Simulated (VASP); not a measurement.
# GaP: a GW gap and what it depends on, part 2 of 2

How far does the GW correction to the gap of GaP depend on the settings? The starting structure is a measured crystal structure from the Crystallography Open Database. Cell and atoms stay as given.

VASP 6.6.1.

Results so far: G0W0 (response cutoff 100 eV, 4×4×4 mesh) 1.99 eV; G0W0 (response cutoff 160 eV, 4×4×4 mesh) 2.10 eV.

## (4) G0W0 (response cutoff 240 eV, 4×4×4 mesh)

Level of this step: G0W0 on LDA; plane waves and PAW (Ga_d_GW, P_GW) (VASP).

It reads the orbitals and their derivatives (WAVECAR and WAVEDER) of a run with the empty bands, which follows a ground-state run; neither is shown.

INCAR reads:

```
SYSTEM = GaP
PREC = Accurate
ENCUT = 430
ISMEAR = 0
SIGMA = 0.01
LREAL = .FALSE.
GGA = CA
NBANDS = 344
ALGO = EVGW0
NELMGW = 1
ENCUTGW = 240
NOMEGA = 40
PRECFOCK = Fast
NBANDSGW = 20
LWAVE = .FALSE.
LCHARG = .FALSE.
```

POSCAR reads:

```
GaP
1.0
    0.0000000000      2.7252500000      2.7252500000
    2.7252500000      0.0000000000      2.7252500000
    2.7252500000      2.7252500000      0.0000000000
Ga P
1 1
Direct
    0.0000000000      0.0000000000      0.0000000000
    0.7500000000      0.7500000000      0.7500000000
```

KPOINTS reads:

```
Automatic mesh
0
Gamma
4 4 4
0 0 0
```

PAW data sets: Ga_d_GW and P_GW (LDA family, release 64).

The run is started by

```
mpirun -np 4 vasp_std
```

Output:

```text
[banner, memory and clock lines left out]
running    4 mpi-ranks, on    1 nodes
[...]
|                                                                             |
|           W    W    AA    RRRRR   N    N  II  N    N   GGGG   !!!           |
|           W    W   A  A   R    R  NN   N  II  NN   N  G    G  !!!           |
|           W    W  A    A  R    R  N N  N  II  N N  N  G       !!!           |
|           W WW W  AAAAAA  RRRRR   N  N N  II  N  N N  G  GGG   !            |
|           WW  WW  A    A  R   R   N   NN  II  N   NN  G    G                |
|           W    W  A    A  R    R  N    N  II  N    N   GGGG   !!!           |
|                                                                             |
|     The default for ENCUTGWSOFT is different in this version of VASP.       |
|     please manually set ENCUTGWSOFT =240 in the INCAR file.                 |
|                                                                             |

 LDA part: xc-table for (Slater(with rela. corr.)+CA(PZ))
[...]
total number of BLAS operations       1999.12 Gflops
NQ=   4    0.2500    0.2500    0.0000,
|.........|.........|.........|.........|.........|.........|.........|.........
 performed       3029000 updates of chi_q(r,r)
 total number of BLAS operations       2828.57 Gflops
NQ=   5    0.5000    0.2500    0.0000,
|.........|.........|.........|.........|.........|.........|.........|.........
 performed       4213000 updates of chi_q(r,r)
 total number of BLAS operations       3962.52 Gflops
NQ=   6   -0.2500    0.2500    0.0000,
|.........|.........|.........|.........|.........|.........|.........|.........
 performed       5286000 updates of chi_q(r,r)
 total number of BLAS operations       4949.85 Gflops
NQ=   7    0.5000    0.5000    0.0000,
|.........|.........|.........|.........|.........|.........|.........|.........
 performed       5974000 updates of chi_q(r,r)
 total number of BLAS operations       5594.22 Gflops
NQ=   8   -0.2500    0.5000    0.2500,
|.........|.........|.........|.........|.........|.........|.........|.........
 performed       6827000 updates of chi_q(r,r)
 total number of BLAS operations       6479.40 Gflops
 resolving degeneracies of screened two electron integrals

 calculate QP shifts <psi_nk| G(iteration)W_0 |psi_nk>: iteration 1
 entering main loop
[key lines of the parts left out:]
E-fermi :   4.9400
```

Run time: 2.1 min. Hardware: 4 MPI ranks of Intel Xeon Platinum 8259CL at 2.50GHz (Skylake/Cascade Lake), shared host; peak memory 1.3 GiB; 8.2 min of CPU time.

OUTCAR, selected parts (step 4):

```text
 QP shifts <psi_nk| G(iteration)W_0 |psi_nk>: iteration 1
 for sc-GW calculations column KS-energies equals QP-energies in previous step
 and V_xc(KS)=  KS-energies - (<T + V_ion + V_H > + <T+V_H+V_ion>^1  + <V_x>^1)
 k-point   1 :       0.0000    0.0000    0.0000
  band No.  KS-energies  QP-energies   sigma(KS)   V_xc(KS)     V^pw_x(r,r')   Z            occupation Imag(sigma)
    ...
      6      -8.3087      -8.8095     -12.3147     -11.5455     -18.6276       0.6510       2.0000       0.9411
      7       4.2120       3.6578     -13.4991     -12.7727     -14.5444       0.7629       2.0000      -0.0424
      8       4.2120       3.6578     -13.4991     -12.7727     -14.5444       0.7629       2.0000      -0.0424
      9       4.2120       3.6578     -13.4991     -12.7727     -14.5444       0.7629       2.0000      -0.0424
     10       5.8332       6.2627     -11.4598     -12.0216      -6.9555       0.7644       0.0000      -0.1768
     11       7.9645       8.2592     -10.4325     -10.8182      -5.8387       0.7640       0.0000      -0.1981
     12       7.9645       8.2592     -10.4325     -10.8182      -5.8387       0.7640       0.0000      -0.1981
     13       7.9645       8.2592     -10.4325     -10.8182      -5.8387       0.7640       0.0000      -0.1981
    ...

[... 1 part as in an earlier step ...]

[... 2 further parts left out ...]
[key lines of the parts left out:]
E-fermi :   4.9400
```

G0W0 (response cutoff 240 eV, 4×4×4 mesh): the quasiparticle gap on this mesh is 2.151 eV, +0.694 eV from the LDA gap on the same points, with 344 bands.

## (5) GW0 with iterated eigenvalues (response cutoff 160 eV, 4×4×4 mesh)

It reads the orbitals and their derivatives (WAVECAR and WAVEDER) of a run with the empty bands, which follows a ground-state run; neither is shown.

INCAR, as its differences from that of step 4:

```diff
@@ -7,6 +7,6 @@
 GGA = CA
-NBANDS = 344
+NBANDS = 188
 ALGO = EVGW0
-NELMGW = 1
-ENCUTGW = 240
+NELMGW = 4
+ENCUTGW = 160
 NOMEGA = 40
```

POSCAR is that of step 4.

KPOINTS is that of step 4.

The run is started by

```
mpirun -np 4 vasp_std
```

Output:

```text
[banner, memory and clock lines left out]
running    4 mpi-ranks, on    1 nodes
[...]
[... a notice as in an earlier step ...]

 LDA part: xc-table for (Slater(with rela. corr.)+CA(PZ))
 , standard interpolation
 found WAVECAR, reading the header
 POSCAR, INCAR and KPOINTS ok, starting setup
[...]
reading WAVECAR
 the WAVECAR file was read successfully
 initial charge from wavefunction
 available memory per node:     29.10 GB, setting MAXMEM to     29795

 The Fermi energy was updated, please check that it is located mid-gap
 values below the HOMO (VB) or above the LUMO (CB) will cause erroneous energies
 E-fermi :   4.9400

 calculate exact exchange contribution
 the WAVEDER file was read successfully
energies w=
    0.000    0.000    0.624    0.000    1.244    0.000    1.857    0.000
    2.460    0.000    3.052    0.000    3.630    0.000    4.196    0.000
    4.749    0.000    5.291    0.000    5.823    0.000    6.348    0.000
[...]
total number of BLAS operations        292.51 Gflops
NQ=   4    0.2500    0.2500    0.0000,
|.........|.........|.........|.........|.........|.........|.........|.........
 performed       1634000 updates of chi_q(r,r)
 total number of BLAS operations        413.40 Gflops
NQ=   5    0.5000    0.2500    0.0000,
|.........|.........|.........|.........|.........|.........|.........|.........
 performed       2276000 updates of chi_q(r,r)
 total number of BLAS operations        591.18 Gflops
NQ=   6   -0.2500    0.2500    0.0000,
|.........|.........|.........|.........|.........|.........|.........|.........
 performed       2858000 updates of chi_q(r,r)
 total number of BLAS operations        762.88 Gflops
NQ=   7    0.5000    0.5000    0.0000,
|.........|.........|.........|.........|.........|.........|.........|.........
 performed       3229000 updates of chi_q(r,r)
 total number of BLAS operations        870.21 Gflops
NQ=   8   -0.2500    0.5000    0.2500,
|.........|.........|.........|.........|.........|.........|.........|.........
 performed       3690000 updates of chi_q(r,r)
 total number of BLAS operations       1018.02 Gflops
 resolving degeneracies of screened two electron integrals

 calculate QP shifts <psi_nk| G(iteration)W_0 |psi_nk>: iteration 4
 entering main loop
```

Wall time 3.2 min (4 MPI ranks); peak memory 0.85 GiB; 13 min of CPU time.

OUTCAR, selected parts (step 5):

```text
 QP shifts <psi_nk| G(iteration)W_0 |psi_nk>: iteration 2
 k-point   1 :       0.0000    0.0000    0.0000
  band No. old QP-enery  QP-energies   sigma(KS)   T+V_ion+V_H  V^pw_x(r,r')   Z            occupation Imag(sigma)
    ...
      6      -8.7309      -8.8857     -12.2064       3.2368     -18.6276       0.6486       2.0000       1.0162
      7       3.7542       3.6863     -13.3192      16.9847     -14.5444       0.7661       2.0000       0.0367
      8       3.7542       3.6863     -13.3192      16.9847     -14.5444       0.7661       2.0000       0.0367
      9       3.7542       3.6863     -13.3192      16.9847     -14.5444       0.7661       2.0000       0.0367
     10       6.3856       6.4474     -11.3884      17.8548      -6.9555       0.7649       0.0000      -0.1203
     11       8.3325       8.3866     -10.3795      18.7827      -5.8387       0.7661       0.0000      -0.1279
     12       8.3325       8.3866     -10.3795      18.7827      -5.8387       0.7661       0.0000      -0.1279
     13       8.3325       8.3866     -10.3795      18.7827      -5.8387       0.7661       0.0000      -0.1279
    ...

 QP shifts <psi_nk| G(iteration)W_0 |psi_nk>: iteration 3
 k-point   1 :       0.0000    0.0000    0.0000
  band No. old QP-enery  QP-energies   sigma(KS)   T+V_ion+V_H  V^pw_x(r,r')   Z            occupation Imag(sigma)
    ...
      6      -8.8857      -8.9292     -12.1896       3.2368     -18.6276       0.6490       2.0000       1.0234
      7       3.6863       3.6744     -13.3140      16.9847     -14.5444       0.7652       2.0000       0.0372
      8       3.6863       3.6744     -13.3140      16.9847     -14.5444       0.7652       2.0000       0.0372
      9       3.6863       3.6744     -13.3140      16.9847     -14.5444       0.7652       2.0000       0.0372
     10       6.4474       6.4546     -11.3981      17.8548      -6.9555       0.7648       0.0000      -0.1212
     11       8.3866       8.3943     -10.3861      18.7827      -5.8387       0.7659       0.0000      -0.1280
     12       8.3866       8.3943     -10.3861      18.7827      -5.8387       0.7659       0.0000      -0.1280
     13       8.3866       8.3943     -10.3861      18.7827      -5.8387       0.7659       0.0000      -0.1280
    ...

 QP shifts <psi_nk| G(iteration)W_0 |psi_nk>: iteration 4
 k-point   1 :       0.0000    0.0000    0.0000
  band No. old QP-enery  QP-energies   sigma(KS)   T+V_ion+V_H  V^pw_x(r,r')   Z            occupation Imag(sigma)
    ...
      6      -8.9292      -8.9408     -12.1839       3.2368     -18.6276       0.6475       2.0000       1.0262
      7       3.6744       3.6718     -13.3138      16.9847     -14.5444       0.7649       2.0000       0.0373
      8       3.6744       3.6718     -13.3138      16.9847     -14.5444       0.7649       2.0000       0.0373
      9       3.6744       3.6718     -13.3138      16.9847     -14.5444       0.7649       2.0000       0.0373
     10       6.4546       6.4551     -11.3996      17.8548      -6.9555       0.7643       0.0000      -0.1213
     11       8.3943       8.3950     -10.3875      18.7827      -5.8387       0.7659       0.0000      -0.1279
     12       8.3943       8.3950     -10.3875      18.7827      -5.8387       0.7659       0.0000      -0.1279
     13       8.3943       8.3950     -10.3875      18.7827      -5.8387       0.7659       0.0000      -0.1279
    ...

[... 3 parts as in an earlier step ...]

[... 1 further part left out ...]
[key lines of the parts left out:]
E-fermi :   4.9400
```

GW0 with iterated eigenvalues (response cutoff 160 eV, 4×4×4 mesh): the quasiparticle gap on this mesh is 2.213 eV, +0.757 eV from the LDA gap on the same points, with 188 bands.

## (6) G0W0 (response cutoff 100 eV, 6×6×6 mesh)

It reads the orbitals and their derivatives (WAVECAR and WAVEDER) of a run with the empty bands, which follows a ground-state run; neither is shown.

INCAR, as its differences from that of step 5:

```diff
@@ -7,6 +7,6 @@
 GGA = CA
-NBANDS = 188
+NBANDS = 92
 ALGO = EVGW0
-NELMGW = 4
-ENCUTGW = 160
+NELMGW = 1
+ENCUTGW = 100
 NOMEGA = 40
```

POSCAR is that of step 5.

KPOINTS reads:

```
Automatic mesh
0
Gamma
6 6 6
0 0 0
```

The run is started by

```
mpirun -np 4 vasp_std
```

Output:

```text
[banner, memory and clock lines left out]
running    4 mpi-ranks, on    1 nodes
[...]
[... a notice as in an earlier step ...]

 LDA part: xc-table for (Slater(with rela. corr.)+CA(PZ))
 , standard interpolation
 found WAVECAR, reading the header
 POSCAR, INCAR and KPOINTS ok, starting setup
[...]
reading WAVECAR
 the WAVECAR file was read successfully
 initial charge from wavefunction
 available memory per node:     28.90 GB, setting MAXMEM to     29592

 The Fermi energy was updated, please check that it is located mid-gap
 values below the HOMO (VB) or above the LUMO (CB) will cause erroneous energies
 E-fermi :   4.9148

 calculate exact exchange contribution
 the WAVEDER file was read successfully
energies w=
    0.000    0.000    0.645    0.000    1.286    0.000    1.919    0.000
    2.543    0.000    3.155    0.000    3.753    0.000    4.338    0.000
    4.910    0.000    5.470    0.000    6.020    0.000    6.563    0.000
[...]
total number of BLAS operations        534.11 Gflops
NQ=  12   -0.3333    0.3333    0.0000,
|.........|.........|.........|.........|.........|.........|.........|.........
 performed       8900000 updates of chi_q(r,r)
 total number of BLAS operations        589.13 Gflops
NQ=  13    0.5000    0.5000    0.0000,
|.........|.........|.........|.........|.........|.........|.........|.........
 performed       9391000 updates of chi_q(r,r)
 total number of BLAS operations        622.44 Gflops
NQ=  14    0.5000    0.3333    0.1667,
|.........|.........|.........|.........|.........|.........|.........|.........
 performed      10449000 updates of chi_q(r,r)
 total number of BLAS operations        692.58 Gflops
NQ=  15   -0.3333    0.3333    0.1667,
|.........|.........|.........|.........|.........|.........|.........|.........
 performed      11448000 updates of chi_q(r,r)
 total number of BLAS operations        763.26 Gflops
NQ=  16   -0.3333    0.5000    0.1667,
|.........|.........|.........|.........|.........|.........|.........|.........
 performed      12282000 updates of chi_q(r,r)
 total number of BLAS operations        819.74 Gflops
 resolving degeneracies of screened two electron integrals

 calculate QP shifts <psi_nk| G(iteration)W_0 |psi_nk>: iteration 1
 entering main loop
```

It took 2.8 min on 4 MPI ranks; peak memory 1.1 GiB.

Parts of OUTCAR (step 6):

```text
 QP shifts <psi_nk| G(iteration)W_0 |psi_nk>: iteration 1
 for sc-GW calculations column KS-energies equals QP-energies in previous step
 and V_xc(KS)=  KS-energies - (<T + V_ion + V_H > + <T+V_H+V_ion>^1  + <V_x>^1)
 k-point   1 :       0.0000    0.0000    0.0000
  band No.  KS-energies  QP-energies   sigma(KS)   V_xc(KS)     V^pw_x(r,r')   Z            occupation Imag(sigma)
    ...
      6      -8.3407      -8.5901     -11.9373     -11.5497     -18.6475       0.6434       2.0000       1.0971
      7       4.1700       3.9021     -13.1205     -12.7683     -14.2725       0.7608       2.0000       0.0706
      8       4.1700       3.9021     -13.1205     -12.7683     -14.2725       0.7608       2.0000       0.0706
      9       4.1700       3.9021     -13.1205     -12.7683     -14.2725       0.7608       2.0000       0.0706
     10       5.8043       6.5505     -11.0502     -12.0226      -7.2748       0.7673       0.0000      -0.0701
     11       7.9517       8.4808     -10.1306     -10.8238      -5.9471       0.7632       0.0000      -0.0975
     12       7.9517       8.4808     -10.1306     -10.8238      -5.9471       0.7632       0.0000      -0.0975
     13       7.9517       8.4808     -10.1306     -10.8238      -5.9471       0.7632       0.0000      -0.0975
    ...

[... 1 part as in an earlier step ...]

[... 2 further parts left out ...]
[key lines of the parts left out:]
E-fermi :   4.9148
```

G0W0 (response cutoff 100 eV, 6×6×6 mesh): the quasiparticle gap on this mesh is 2.047 eV, +0.557 eV from the LDA gap on the same points, with 92 bands.

## (7) All runs side by side

| run | LDA gap on the mesh (eV) | GW gap (eV) | correction (eV) | bands |
| --- | --- | --- | --- | --- |
| G0W0 (response cutoff 100 eV, 4×4×4 mesh) | 1.456 | 1.99 | 0.534 | 92 |
| G0W0 (response cutoff 160 eV, 4×4×4 mesh) | 1.456 | 2.097 | 0.641 | 188 |
| G0W0 (response cutoff 240 eV, 4×4×4 mesh) | 1.456 | 2.151 | 0.694 | 344 |
| GW0 with iterated eigenvalues (response cutoff 160 eV, 4×4×4 mesh) | 1.456 | 2.213 | 0.757 | 188 |
| G0W0 (response cutoff 100 eV, 6×6×6 mesh) | 1.49 | 2.047 | 0.557 | 92 |

## (8) Summary of results

```yaml
gap_g0w0_response_cutoff_100_ev_4x4x4_mesh: 1.990 eV
gap_g0w0_response_cutoff_160_ev_4x4x4_mesh: 2.097 eV
gap_g0w0_response_cutoff_240_ev_4x4x4_mesh: 2.151 eV
gap_gw0_with_iterated_eigenvalues_response_cutoff_160_ev_4x4x4_mesh: 2.213 eV
gap_g0w0_response_cutoff_100_ev_6x6x6_mesh: 2.047 eV
```

**Reading.** The correction to the LDA gap of GaP is +0.534 eV at a response cutoff of 100 eV, +0.641 eV at a response cutoff of 160 eV, +0.694 eV at a response cutoff of 240 eV. The number of bands rises with the cutoff. On a 6×6×6 mesh in place of 4×4×4 the correction is +0.557 eV against +0.534 eV. The quasiparticle gap is indirect in all runs, and the LDA gap on the same mesh may lie between other points, in which case the correction mixes two transitions. Iterating the eigenvalues in G raises the gap by +0.116 eV. From a response cutoff of 160 to 240 eV the correction still moves by +0.054 eV, so cutoff and bands aren't shown to be converged. The LDA gap along the bands, from another run on this structure, is 1.445 eV. On the 4×4×4 mesh it is 1.456 eV, so this mesh comes close to the edges. On the 6×6×6 mesh it is 1.490 eV, so this mesh comes close to the edges. Further runs on this material are not shown.

[Lines on the potential files, build, host, timing and source positions are cut from VASP's logs without a mark.]

[Logs are printed without paths, hosts, clocks, repeated set-up lines and the standing remarks that a program may print on its own settings, such as how far it seeks lower states.]

[Hosts, paths, dates, database ids (printed as entryN), source tags and the programs' standing remarks are cut or masked in the printed files.]
